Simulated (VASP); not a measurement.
Method: PBEsol GGA, VASP's PBE PAW potentials (set 64) (plane waves; VASP).

Input for VASP

### KPOINTS
```
Automatic mesh
0
Gamma
8 8 4
0 0 0
```

### INCAR
```
EDIFF=1E-7
LWAVE=.FALSE.
GGA=PS
LCHARG=.FALSE.
ALGO=Normal
ISIF=2
ENCUT=480
LASPH=.TRUE.
ISMEAR=0   ! Gaussian
NELM=100
SYSTEM=PtS2
PREC=Accurate
LREAL=.FALSE.
SIGMA=0.05   ! width (eV)
LMAXMIX=6   ! l cut-off of mixed one-centre charges
```

File POSCAR:
```
PtS2
3.5391170
  0.5037734915  -0.8638356901   0.0000000000
  0.5037734915   0.8638356901   0.0000000000
  0.0000000000   0.0000000000   1.3628421611
Pt S
1 2
Cart
  0.5037734915  -0.8638356901   0.0000000000
  0.5037734915   0.2879458059   0.3384987341
  0.5037734915  -0.2879458059   1.0243434270
```

POTCAR, in this order: Pt S (PBE.64 set). Program: vasp_std.

The run wrote:

File OUTCAR:
```
 ion  position               nearest neighbor table
   1  0.000  0.000  0.000-   2 2.36   3 2.36   3 2.38   2 2.38   3 2.38   2 2.38
   2  0.333  0.667  0.248-   1 2.36   1 2.38   1 2.38
   3  0.667  0.333  0.752-   1 2.36   1 2.38   1 2.38
  LATTYP: Found a base centered orthorhombic cell.
 ALAT       =     3.5658266556
 B/A-ratio  =     1.7147303396
 C/A-ratio  =     1.3526338565
 Subroutine PRICEL returns:
 Original cell was already a primitive cell.
 Subroutine GETGRP returns: Found  4 space group operations
The static configuration has the point symmetry C_2h.
The dynamic configuration has the point symmetry C_2h.
 Subroutine INISYM returns: Found  4 space group operations
 Subroutine IBZKPT returns following result:
 Found     78 irreducible k-points:

 Following reciprocal coordinates:
            Coordinates               Weight
  0.000000  0.000000  0.000000      1.000000
  0.125000  0.000000  0.000000      4.000000
  0.250000  0.000000  0.000000      4.000000
  0.375000 -0.000000  0.000000      4.000000
  0.500000  0.000000  0.000000      2.000000
  0.125000  0.125000  0.000000      2.000000
...
```

OSZICAR:
```
       N       E                     dE             d eps       ncg     rms          rms(c)
DAV:   1     0.108703910369E+03    0.10870E+03   -0.10117E+04  2388   0.123E+03
DAV:   2    -0.135370646147E+02   -0.12224E+03   -0.11949E+03  2963   0.240E+02
DAV:   3    -0.182894637805E+02   -0.47524E+01   -0.47297E+01  3068   0.517E+01
DAV:   4    -0.183383230320E+02   -0.48859E-01   -0.48849E-01  3019   0.574E+00
DAV:   5    -0.183391433518E+02   -0.82032E-03   -0.82031E-03  3089   0.712E-01    0.195E+01
DAV:   6    -0.172442103657E+02    0.10949E+01   -0.76909E+00  2382   0.285E+01    0.125E+01
DAV:   7    -0.170252004771E+02    0.21901E+00   -0.13129E+00  2389   0.127E+01    0.578E+00
DAV:   8    -0.169972247934E+02    0.27976E-01   -0.85253E-02  2697   0.221E+00    0.131E+00
DAV:   9    -0.169920552106E+02    0.51696E-02   -0.12904E-02  2774   0.127E+00    0.257E-01
DAV:  10    -0.169921473681E+02   -0.92157E-04   -0.17876E-03  2795   0.315E-01    0.850E-02
DAV:  11    -0.169921604750E+02   -0.13107E-04   -0.47255E-05  3089   0.613E-02    0.450E-02
DAV:  12    -0.169921601565E+02    0.31858E-06   -0.56617E-06  2816   0.242E-02    0.149E-02
DAV:  13    -0.169921605201E+02   -0.36363E-06   -0.17327E-06  2900   0.108E-02    0.404E-03
DAV:  14    -0.169921605599E+02   -0.39852E-07   -0.57335E-08  1933   0.213E-03
   1 F= -.16992161E+02 E0= -.16992161E+02  d E =-.207979E-10
```

OUTCAR:
```
------------------------ aborting loop because EDIFF is reached ----------------------------------------
  FORCE on cell =-STRESS in cart. coord.  units (eV):
  Direction    XX          YY          ZZ          XY          YZ          ZX
  --------------------------------------------------------------------------------------
  Total        0.3832901      1.0336594      0.3202113      0.0000000     -0.1987521      0.0000000
  in kB       11.6791544     31.4964251      9.7570936      0.0000000     -6.0561340      0.0000000
  external PRESSURE =      17.6442244 kB  Pullay stress =       0.0000000 kB
  volume of cell :       52.58
      direct lattice vectors                 reciprocal lattice vectors
     1.782913328 -3.057215576  0.000000000     0.280439880 -0.163547512  0.000000000
     1.782913328  3.057215576  0.000000000     0.280439880  0.163547512  0.000000000
     0.000000000  0.000000000  4.823257861     0.000000000  0.000000000  0.207328745
 POSITION                                       TOTAL-FORCE (eV/Angst)
 -----------------------------------------------------------------------------------
      0.00000      0.00000      0.00000         0.000000     -0.000000      0.000000
      1.78291      1.01907      1.19799         0.000000     -0.061976      0.122882
      1.78291     -1.01907      3.62527         0.000000      0.061976     -0.122882
 -----------------------------------------------------------------------------------
    total drift:                                0.000000     -0.000000      0.000000
  FREE ENERGIE OF THE ION-ELECTRON SYSTEM (eV)
  ---------------------------------------------------
  free  energy   TOTEN  =       -16.9921605599 eV

  energy  without entropy=      -16.9921605599  energy(sigma->0) =      -16.99216056
```
(Selected blocks of OUTCAR.)

Without a dispersion term in the relaxation, distances and binding between the weakly bound layers, chains or molecules are unreliable, and so is what depends on them.

The compound is PtS2 in the 1T layered structure. This cell was strained or had an atom moved on purpose.
